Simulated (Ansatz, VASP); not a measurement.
Given: the input of a run of VASP 6.6.1 on LaSc.

File INCAR:

```
PREC = Accurate
ENCUT = 600
EDIFF = 1E-6
ISMEAR = -1
SIGMA = 0.05
LREAL = False
LASPH = True
NELM = 60
ALGO = Normal
ISIF = 3
LWAVE = False
LCHARG = False
GGA = RE
IVDW = 12
IBRION = 2
NSW = 60
EDIFFG = -0.01
```

The input KPOINTS:

```
Automatic mesh
0
Gamma
  7 7 7
```

File POSCAR:

```
LaSc
1.0
    3.9480400000      0.0000000000      0.0000000000
    0.0000000000      3.9480400000      0.0000000000
    0.0000000000      0.0000000000      3.9480400000
La Sc
1 1
Direct
    0.0000000000      0.0000000000      0.0000000000
    0.5000000000      0.5000000000      0.5000000000
```

Potentials or basis: VASP PAW PBE potentials, release 64 (La, Sc_sv).

The run is started by

```bash
$ cat potpaw_PBE.64/La/POTCAR potpaw_PBE.64/Sc_sv/POTCAR > POTCAR
$ mpirun -np 1 vasp_std > vasp.out
```

Task: Translate it to Ansatz 0.2.0. Potentials there: Ansatz PAW.

Result: As run (the cutoff follows the program's own potentials):

input.yaml

```yaml
crystal:
  lattice:
    - [3.94804, 0.0, 0.0]
    - [0.0, 3.94804, 0.0]
    - [0.0, 0.0, 3.94804]
  atoms:
    - { symbol: La, position: [0.0, 0.0, 0.0] }
    - { symbol: Sc, position: [0.5, 0.5, 0.5] }
hamiltonian:
  xc: revpbe
  pseudopotentials: { kind: paw }
  dispersion: d3bj
kpoints:
  mp_grid: { grid: [7, 7, 7] }
scf:
  occupations: { method: fermi_dirac, width: 0.05 }
output:
  forces: true
  stress: true
  eigenvalues: true
relax:
  f_tol: 0.01
  max_steps: 40
  cell: { stress_tol: 0.05 }
```

Potentials or basis: Ansatz PAW.

Launch:

```sh
$ ansatz run input.yaml --threads 2 --pin off --max-ram 5632MiB --backend cpu --events-out ev --progress --plain --runs-dir out
```

Both were run:

|  | VASP | Ansatz | Ansatz less VASP |
| --- | --- | --- | --- |
| gap on the k mesh at the Fermi level, each at its own relaxed structure (eV) | none | none | - |
| relaxed volume (Å³/atom) | 28.44 | 28.31 | -0.131 |
| relaxed cell length with the largest relative difference (Å) | 3.846 | 3.840 | -0.0059 |
| energy change over the relaxation (meV/atom) | -20 | -21 | -1.4 |

A gap of «none» marks a metal or a gap that the smearing closes.

Caveats: pairwise dispersion overbinds metals, which lowers pressure and volume; the PAW data sets were made with another functional, which shifts forces and pressure a little (VASP); the plane-wave basis is chosen anew once the cell has moved, so the energies of steps on either side of that aren't comparable (Ansatz); the PAW data sets come from PBE, with cores solved anew for the run's functional, which leaves a small shift of forces and pressure (Ansatz). The runs have no spin-orbit coupling, so splittings on La are missing.
